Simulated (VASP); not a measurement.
Consider the following.

```xyz
1
Lattice="-1.4350 1.4350 1.4350 1.4350 -1.4350 1.4350 1.4350 1.4350 -1.4350" Properties=species:S:1:pos:R:3 pbc="T T T"
Fe     0.0000     0.0000     0.0000
```
Starting moments (μB, in the order of the record's atoms Fe): 2.5.

Level of theory: PBE GGA, VASP's PBE PAW potentials (set 64) (plane waves; VASP). Numerical set-up: 400 eV cut-off, 16×16×16 Γ-centred mesh, first-order Methfessel-Paxton smearing of 0.10 eV, potentials Fe.

Energy and stress use the plane-wave basis of the starting cell.

### Question
The ions, cell shape and volume are relaxed. Which structure does the run end with?

### Answer

```xyz
1
Lattice="-1.4155 1.4155 1.4155 1.4155 -1.4155 1.4155 1.4155 1.4155 -1.4155" Properties=species:S:1:pos:R:3 pbc="T T T"
Fe     0.0000     0.0000     0.0000
```
Space group Im-3m (229), at a tolerance of 0.03 Å. The cell ends with 2.21 μB, on the sites 2.21 μB.

### Question
How do energy and volume change from the first to the last step?

### Answer
The energy (σ→0) changes by -10.4 meV/atom and the volume by -4.0 %, in 3 ionic steps.

The compound is Fe in the bcc structure. This run relaxes it. Symmetry was kept, so distortions that lower it aren't found.
